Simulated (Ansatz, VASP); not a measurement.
**Zn (Zinc) in two plane-wave programs**

Aim: how closely do two programs agree when they are given the same cell, functional and k mesh? The structure shown comes from an earlier Ansatz run, which isn't shown and may have moved the atoms alone.

Program: Ansatz 0.2.0. Level of theory: plane waves, with VASP 6.6.1 beside it; elastic constants at LDA. Results are calculated unless marked as measured.

## (1) The structure

Symmetry: P6_3/mmc, No. 194, hexagonal system. The conventional cell has a = 2.563 Å, b = 2.563 Å, c = 4.785 Å, α = 90.00°, β = 90.00°, γ = 120.00°. Nearest to Zn lie 12 Zn at 2.56 to 2.81 Å.

As a file:

```cif
data_structure
_symmetry_space_group_name_H-M 'P 1'
_symmetry_Int_Tables_number 1
_cell_length_a 2.5628
_cell_length_b 2.5628
_cell_length_c 4.7849
_cell_angle_alpha 90.000
_cell_angle_beta 90.000
_cell_angle_gamma 120.000
_cell_volume 27.22
loop_
_atom_site_label
_atom_site_type_symbol
_atom_site_fract_x
_atom_site_fract_y
_atom_site_fract_z
_atom_site_occupancy
Zn1 Zn 0.33333 0.66667 0.25000 1
Zn2 Zn 0.66667 0.33333 0.75000 1
```

## (2) Ansatz: elastic constants, LDA

Ansatz runs on its PAW soft_1 files.

Elastic constants are differences of stresses under small strains, so they test the stress and the mesh.

Input file input.yaml:

```yaml
crystal:
  lattice:
    - [2.562811381, 0.0, 0.0]
    - [-1.2814056905, 2.219459761, 0.0]
    - [0.0, 0.0, 4.7848635691]
  atoms:
    - { symbol: Zn, position: [0.3333333333, 0.6666666667, 0.25] }
    - { symbol: Zn, position: [0.6666666667, 0.3333333333, 0.75] }
kpoints:
  mp_grid: { grid: [24, 24, 12] }
hamiltonian:
  xc: lda
  pseudopotentials: { kind: paw, azcp: { folder: soft_1 }, xc_functional: pbe }
scf:
  occupations: { method: fermi_dirac, width: 0.15 }
output:
  forces: true
  stress: true
  eigenvalues: true
elastic:
  mode: relaxed_ion
  amplitude: 0.01
```

Started as:

```sh
$ ansatz run input.yaml --threads 4 --pin off --max-ram 8192MiB --backend cpu --events-out ev --progress --plain --runs-dir out
```

Numbers of over 12 decimals in the logs are rounded to 6 here.

What it wrote:

```text
band count auto-derived: 17 (N_el = 24.0; filled up to band 12; 16 by the electrons, moments and atoms)
Engine: ansatz 0.2.0, x86_64-unknown-linux-gnu
Pseudopotentials: kind: paw
Pseudopotential: Zn, paw, valence charge 12, recommended cutoff 420 eV (normal), soft_1/Zn.paw.azcp
Functional definition: SPW92
  exchange = slater_x
  correlation = pw_c
Crystal: 2 atoms, lattice volume = 27.217 Å³
Basis set: ecut = 420 eV, 525 PW (Γ)
Bands: 17, of which v1, the nominal top of the filled ones, is band 12 counted from 1 (11 counted from 0)
Symmetry: 24 space group operations
Space group: P63/mmc (ITA 194), of the structure as read, at distance tolerance 3.0e-5 Å
k-points: 427 of 6912
Non-local potential: Zn, projectors of the file, l = 0: 2, l = 1: 2, l = 2: 3, l = 3: 1
PAW form: soft (Blöchl's): semilocal exchange-correlation on the pseudo side does not see the compensation charge
PAW frozen core: Zn, regenerated for the run's functional, and the local potential with it (the file was generated under x = pbe(κ = 0.804, μ = 0.219515), c = pbe(β = 0.066725))
PAW one-centre angular grid: Zn, 590 points (default); XC on 64 Gauss nodes
Initial density: superposition of atomic densities (chi_scale 0.1, normalization cell)
Initial wavefunctions: pseudopotential atomic-orbital guess
Functional: x = slater, c = lda
SCF iter   1: F=—  HF=-6492.868942 eV  |F-HF|=—  |Δ(HF+E_count)|=         —  Δρ=7.34e-2  dr2=1.05e0  ethr=3.10e-3  ⟨swp⟩=5.9  Hψ=43208  notcnv=0
preconditioner: auto → none  [metal: Δε(μ)=0.040 eV  Ē_g=14.160 eV  σ=0.150 eV  W_gap=0.07  n_scr=4 (ndim 8)  ℏωp=34.9 eV  f_vac=0.000  D(μ)=0.36/eV (n_scr^D=2)  sad-step TF]
SCF iter   2: F=—  HF=-6492.601009 eV  |F-HF|=—  |Δ(HF+E_count)|=   2.68e-1  Δρ=2.42e-2  dr2=7.34e-2  ethr=3.10e-3  ⟨swp⟩=2.0  Hψ=17611  notcnv=0  defer=67
SCF iter   3: F=—  HF=-6492.542362 eV  |F-HF|=—  |Δ(HF+E_count)|=   5.86e-2  Δρ=1.07e-2  dr2=2.17e-2  ethr=3.06e-4  ⟨swp⟩=2.0  Hψ=16998  notcnv=0  defer=67
SCF iter   4: F=—  HF=-6492.539799 eV  |F-HF|=—  |Δ(HF+E_count)|=   2.56e-3  Δρ=5.39e-3  dr2=2.33e-3  ethr=9.06e-5  ⟨swp⟩=2.0  Hψ=11704  notcnv=0  defer=67
SCF iter   5: F=—  HF=-6492.540963 eV  |F-HF|=—  |Δ(HF+E_count)|=   1.16e-3  Δρ=6.77e-4  dr2=3.52e-5  ethr=9.72e-6  ⟨swp⟩=2.0  Hψ=12519  notcnv=0  defer=67
SCF iter   6: F=—  HF=-6492.540979 eV  |F-HF|=—  |Δ(HF+E_count)|=   1.58e-5  Δρ=6.38e-5  dr2=3.28e-7  ethr=1.47e-7  ⟨swp⟩=2.0  Hψ=12312  notcnv=0  defer=67
SCF iter   7: F=—  HF=-6492.540979 eV  |F-HF|=—  |Δ(HF+E_count)|=   1.36e-7  Δρ=2.65e-6  dr2=8.54e-10  ethr=1.37e-9  ⟨swp⟩=2.0  Hψ=12363  notcnv=0  defer=67
SCF iter   8: F=—  HF=-6492.540979 eV  |F-HF|=—  |Δ(HF+E_count)|=  1.20e-10  Δρ=1.39e-7  dr2=1.92e-12  ethr=3.56e-12  ⟨swp⟩=2.1  Hψ=12398  notcnv=0  defer=67
SCF iter   9: F=-6492.540979 eV  HF=-6492.540979 eV  |F-HF|=0.00e0  |Δ(HF+E_count)|=  9.09e-13  Δρ=6.49e-9  dr2=4.19e-15  ethr=1.00e-12  ⟨swp⟩=6.4  Hψ=34135  notcnv=0
SCF 1 converged in 9 iterations: F = -6492.540979 eV  dr2 = 4.19e-15
  greatest PAW one-centre occupation: 0.981 electrons in one spin orbital (limit 2), on the Zn atom at site 1 (counted from 0), in its partial waves of l = 2
Crystal: 2 atoms, lattice volume = 26.672 Å³
Symmetry: 8 space group operations
k-points: 1099 of 6912
Initial density: handed on by an earlier stage of this run
Initial wavefunctions: pseudopotential atomic-orbital guess (no wavefunctions were taken with the density)
iter 1 solved again at ethr=2.89e-3 eV; its pass at ethr=3.10e-3 eV (dr2=6.93e-1 eV) is discarded
SCF iter   1: F=—  HF=-6492.750358 eV  |F-HF|=—  |Δ(HF+E_count)|=         —  Δρ=8.77e-2  dr2=7.09e-1  ethr=2.89e-3  ⟨swp⟩=1.0  Hψ=138988  notcnv=0
preconditioner: auto → none  [metal: Δε(μ)=0.038 eV  Ē_g=14.534 eV  σ=0.150 eV  W_gap=0.06  n_scr=4 (ndim 8)  ℏωp=35.2 eV  f_vac=0.000  D(μ)=0.35/eV (n_scr^D=2)]
SCF iter   2: F=—  HF=-6492.606491 eV  |F-HF|=—  |Δ(HF+E_count)|=   1.44e-1  Δρ=3.39e-2  dr2=1.57e-1  ethr=2.89e-3  ⟨swp⟩=2.2  Hψ=37528  notcnv=0  defer=1
SCF iter   3: F=—  HF=-6492.530895 eV  |F-HF|=—  |Δ(HF+E_count)|=   7.56e-2  Δρ=1.69e-2  dr2=1.40e-2  ethr=6.56e-4  ⟨swp⟩=2.0  Hψ=45392  notcnv=0  defer=175
SCF iter   4: F=—  HF=-6492.531540 eV  |F-HF|=—  |Δ(HF+E_count)|=   6.45e-4  Δρ=2.82e-3  dr2=8.08e-4  ethr=5.85e-5  ⟨swp⟩=2.0  Hψ=32173  notcnv=0  defer=175
SCF iter   5: F=—  HF=-6492.532447 eV  |F-HF|=—  |Δ(HF+E_count)|=   9.07e-4  Δρ=7.80e-4  dr2=9.74e-5  ethr=3.37e-6  ⟨swp⟩=2.1  Hψ=31192  notcnv=0  defer=175
SCF iter   6: F=—  HF=-6492.532439 eV  |F-HF|=—  |Δ(HF+E_count)|=   8.22e-6  Δρ=5.22e-5  dr2=3.88e-7  ethr=4.06e-7  ⟨swp⟩=2.5  Hψ=32283  notcnv=0  defer=175
SCF iter   7: F=—  HF=-6492.532439 eV  |F-HF|=—  |Δ(HF+E_count)|=   9.23e-8  Δρ=1.09e-6  dr2=2.35e-10  ethr=1.62e-9  ⟨swp⟩=2.0  Hψ=30198  notcnv=0  defer=175
[...]
SCF iter   6: F=—  HF=-6492.539662 eV  |F-HF|=—  |Δ(HF+E_count)|=   1.80e-7  Δρ=5.91e-6  dr2=3.27e-9  ethr=1.05e-9  ⟨swp⟩=2.2  Hψ=42615  notcnv=0
SCF iter   7: F=—  HF=-6492.539662 eV  |F-HF|=—  |Δ(HF+E_count)|=   1.92e-9  Δρ=6.12e-7  dr2=4.31e-10  ethr=1.36e-11  ⟨swp⟩=2.4  Hψ=50987  notcnv=0
SCF iter   8: F=—  HF=-6492.539662 eV  |F-HF|=—  |Δ(HF+E_count)|=  1.13e-10  Δρ=2.57e-7  dr2=4.87e-11  ethr=1.79e-12  ⟨swp⟩=2.2  Hψ=51734  notcnv=0
[...]
relax step   3: F+E_penalty+E_count = -6492.53966387 eV  Δ(F+E_penalty+E_count) = -4.924e-9 eV  max|allowed force component| = 3.296e-7 eV/Å  Δτ_max = 0.0000 Å  (5 SCF iters, accepted)
iter 1 solved again at ethr=1.00e-12 eV; its pass at ethr=3.10e-3 eV (dr2=4.08e-15 eV) is discarded
SCF iter   1: F=—  HF=-6492.539664 eV  |F-HF|=—  |Δ(HF+E_count)|=         —  Δρ=6.11e-9  dr2=5.67e-15  ethr=1.00e-12  ⟨swp⟩=2.4  Hψ=179277  notcnv=0
SCF iter   2: F=-6492.539664 eV  HF=-6492.539664 eV  |F-HF|=2.73e-12  |Δ(HF+E_count)|=  9.09e-13  Δρ=3.69e-9  dr2=1.99e-15  ethr=1.00e-12  ⟨swp⟩=4.3  Hψ=105704  notcnv=0
SCF 35 converged in 2 iterations: F = -6492.539664 eV  dr2 = 1.99e-15
SCF converged after 9 iterations
Free energy (F): -6492.540979 eV
Harris-Foulkes:  -6492.540979 eV  (|F-HF|=0.00e0)
Internal energy: -6492.512682 eV  (E = F + TS)
E sigma→0 (E₀):  -6492.526831 eV
Entropy (-TS):   -0.028297 eV (-14.149 meV/atom)
Fermi energy:    12.344994 eV
--- Per-component energies (eV) ---
  E_band       = 119.812074
  E_kinetic    = 299.333864
  E_local      = -3381.130261  (includes V_loc(G=0)·N_el)
  E_nonlocal   = 1636.919611
  E_hartree    = 1254.346104
  E_xc         = -157.992985
  E_vxc        = -106.442863  (∫ρ·V_xc dr)
  E_paw        = -3645.867960  (= ΣΔE_a)
  E_vpaw       = -837.560013  (= ΣTr[D̂ρ^β])
  E_aug_tail   = -0.000471  (compensation charges beyond the density's cutoff)
  E_ewald      = -2501.234870
  E_core_change = 3.114287  (= ΣΔE_core)
  E_smearing   = -0.028297  (= −TS)
  E_closure    = -0.000000  (closes the sum)
  Σ components = -6492.540979   (vs F -6492.540979, Δ=0.00e0)
--- Forces (eV/Å), atoms counted from 1 ---
  atom   1  Zn     0.00000000     0.00000000     0.00000000
  atom   2  Zn     0.00000000    -0.00000000     0.00000000
  max |Σ_I F_I| component: 0.00e0 eV/Å
--- Stress (GPa, compression-positive) ---
        0.003457      -0.000000       0.000000
        0.000000       0.003457       0.000000
        0.000000       0.000000       0.009331
  P = ⅓ Tr σ = 0.0054 GPa (0.054 kbar)
--- Band table (eV; the first three rows and the last of 427) ---
  k-point 0: bands = [... 8 lower, 4.7843, 5.0355, 5.0355, 8.1267, 9.2809, 26.5847, 30.4467, 31.1517, ... 1 higher]
  k-point 1: bands = [... 8 lower, 4.7902, 5.0325, 5.0325, 7.4786, 10.0286, 25.7245, 31.1976, 31.1976, ... 1 higher]
  k-point 2: bands = [... 8 lower, 4.8073, 5.0236, 5.0236, 6.5671, 11.2422, 24.0866, 31.3337, 31.3337, ... 1 higher]
  k-point 426: bands = [... 8 lower, 5.0219, 5.0219, 13.2982, 13.2982, 14.2434, 14.2434, 14.8995, 14.8995, ... 1 higher]
--- Elastic constants: 3 strain directions × 4 members + reference (group order 24) ---
  dense FFT box of the reference and of every strained cell: 18×18×36
  strains applied: 11, 33, 23; error gains: componentwise 1.00 (the most a stress slope's error grows in a printed constant), spectral 1.41 (1 for all six strains in a standard setting)
  C = ∂σ_k/∂η_j (tension-positive GPa; Voigt order 11 22 33 23 13 12):
       226.064     64.447     67.074      0.000      0.000     -0.000
        64.447    226.064     67.074      0.000      0.000      0.000
        67.116     67.116     93.219      0.000      0.000      0.000
         0.000      0.000      0.000     38.616     -0.000      0.000
         0.000      0.000      0.000     -0.000     38.616      0.000
        -0.000      0.000      0.000      0.000      0.000     80.808
  reference stress σ⁰ (GPa):     -0.003     -0.003     -0.009     -0.000     -0.000     -0.000
  C* (energy form; C + prestress term) asymmetry max|C*_kj − C*_jk| = 3.616e-2 GPa — a small one proves nothing (zero by symmetry where the batch's group is 432, −43m or m−3m); a large one is finite-difference/SCF noise where every solve meets its electron count
  moduli (Voigt/Reuss/Hill, GPa): K = 104.74/86.67/95.71   G = 54.72/44.92/49.82   E = 127.37   ν = 0.278
  mechanically stable: yes (min eigenvalue of sym C = 38.62 GPa)
  strain η (Voigt 11):  stress-route row diagonal C_11 = 226.06 GPa, energy-path curvature d²(F+E_count+ΔE)/dδ²/Ω₀ = 226.13 GPa
    cells at ±δ against ±2δ: C31 67.42 and 68.33 GPa, apart by 0.40 % of the column's largest entry
         δ    σ_11 (GPa)             F (eV)   n_scf  n_hpsi   n_pw
    -2.000e-2      -5.2477       -6492.5324445       2  191182    542   relax 3 steps, max|allowed force component| 6.31e-6 eV/Å
    -1.000e-2      -2.4546       -6492.5389436       2  190946    568   relax 2 steps, max|allowed force component| 8.50e-6 eV/Å
     1.000e-2       2.0652       -6492.5391746       2  191531    572   relax 2 steps, max|allowed force component| 4.57e-5 eV/Å
     2.000e-2       3.7831       -6492.5341644       2  189861    578   relax 3 steps, max|allowed force component| 4.80e-7 eV/Å
  strain η (Voigt 33):  stress-route row diagonal C_33 = 93.22 GPa, energy-path curvature d²(F+E_count+ΔE)/dδ²/Ω₀ = 93.33 GPa
    cells at ±δ against ±2δ: C33 92.66 and 90.99 GPa, apart by 1.79 % of the column's largest entry
         δ    σ_33 (GPa)             F (eV)   n_scf  n_hpsi   n_pw
    -2.000e-2      -1.8984       -6492.5377438       8  154822    550   relax 0 steps, max|allowed force component| 1.48e-16 eV/Å
    -1.000e-2      -0.9518       -6492.5401629       6  144410    568   relax 0 steps, max|allowed force component| 1.57e-16 eV/Å
     1.000e-2       0.9015       -6492.5402119       6  143153    568   relax 0 steps, max|allowed force component| 7.40e-17 eV/Å
     2.000e-2       1.7412       -6492.5379552       7  142183    568   relax 0 steps, max|allowed force component| 3.70e-17 eV/Å
  strain η (Voigt 23):  stress-route row diagonal C_44 = 38.62 GPa, energy-path curvature d²(F+E_count+ΔE)/dδ²/Ω₀ = 38.64 GPa
    cells at ±δ against ±2δ: C44 38.65 and 38.76 GPa, apart by 0.27 % of the column's largest entry
         δ    σ_23 (GPa)             F (eV)   n_scf  n_hpsi   n_pw
    -2.000e-2      -0.7751       -6492.5396639       2  317049    564   relax 4 steps, max|allowed force component| 9.94e-7 eV/Å
    -1.000e-2      -0.3865       -6492.5406499       2  317969    568   relax 2 steps, max|allowed force component| 4.63e-5 eV/Å
     1.000e-2       0.3865       -6492.5406499       2  315475    568   relax 3 steps, max|allowed force component| 4.99e-5 eV/Å
     2.000e-2       0.7752       -6492.5396639       2  317285    564   relax 3 steps, max|allowed force component| 3.30e-7 eV/Å
```

Reading the cycles: dr2 is the Hartree energy of the density residual (eV), the measure of convergence; HF is the Harris–Foulkes estimate of the energy, which meets the free energy F at convergence.

(Part 1 of 2 ends here.)

[Lines on the potential files, build, host, timing and source positions are cut from VASP's logs without a mark.]

[Logs are printed without paths, hosts, clocks, repeated set-up lines and the standing remarks that a program may print on its own settings, such as how far it seeks lower states.]

[Hosts, paths, dates, database ids (printed as entryN), source tags and the programs' standing remarks are cut or masked in the printed files.]
